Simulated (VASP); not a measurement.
An input for Quantum ESPRESSO's pw.x (written as the equivalent of a VASP run, and not itself run):

```
&CONTROL
  calculation = 'scf'
  pseudo_dir = './pseudo'
  outdir = './out'
  tprnfor = .true.
  tstress = .true.
/
&SYSTEM
  ibrav = 0
  nat = 4
  ntyp = 3
  ecutwfc = 98
  occupations = 'smearing'
  smearing = 'fermi-dirac'
  degauss = 0.000735
  input_dft = 'pz'
  nspin = 2
  starting_magnetization(1) = 0.2
  starting_magnetization(2) = -0.2
/
&ELECTRONS
  conv_thr = 7.3e-08
  electron_maxstep = 100
/
ATOMIC_SPECIES
  Ni1 58.693 Ni.upf
  Ni2 58.693 Ni.upf
  O 15.999 O.upf
CELL_PARAMETERS angstrom
     4.1453060    2.0726530    2.0726530
     2.0726530    4.1453060    2.0726530
     2.0726530    2.0726530    4.1453060
ATOMIC_POSITIONS crystal
  Ni1  0.0000000  0.0000000  0.0000000
  Ni2  0.5000000  0.5000000  0.5000000
  O    0.2500000  0.2500000  0.2500000
  O    0.7500000  0.7500000  0.7500000
K_POINTS automatic
  6 6 6 0 0 0
```

Problem. Write the VASP files for the same calculation (LDA).

Solution. This is not unique; one that fits is 
**KPOINTS**
```
Automatic
0
Gamma
  6 6 6
```

File POSCAR:
```
NiO
1
    4.1453060000     2.0726530000     2.0726530000
    2.0726530000     4.1453060000     2.0726530000
    2.0726530000     2.0726530000     4.1453060000
Ni O
2 2
Direct
  0.0000000000   0.0000000000   0.0000000000
  0.5000000000   0.5000000000   0.5000000000
  0.2500000000   0.2500000000   0.2500000000
  0.7500000000   0.7500000000   0.7500000000
```

**INCAR**
```
# general
SYSTEM  = NiO
PREC    = Accurate
ENCUT   = 400
LREAL   = .False.
LASPH   = .True.

# electronic loop
EDIFF   = 1E-6
NELM    = 100
ALGO    = Normal
LMAXMIX = 4

# smearing
ISMEAR  = -1
SIGMA   = 0.01

# spin
ISPIN   = 2
MAGMOM  = 2.0 -2.0 2*0.0

# ions
ISIF    = 2

# output
LWAVE   = .False.
LCHARG  = .False.
LORBIT  = 11
```

POTCAR, in this order: Ni O (LDA.64 set). Program: vasp_std.

The two are equivalent in intent, not identical: the potentials are each code's own (VASP's PAW set, PseudoDojo norm-conserving files in pw.x), so ENCUT and ecutwfc are chosen apart and not converted; conv_thr bounds pw.x's estimated SCF error, while EDIFF bounds the energy change between steps; starting_magnetization is a fraction of the valence charge and MAGMOM a moment in μB, so they match only roughly.

The structure is a typed NiO crystal (Fm-3m). The cell was not relaxed at this level.
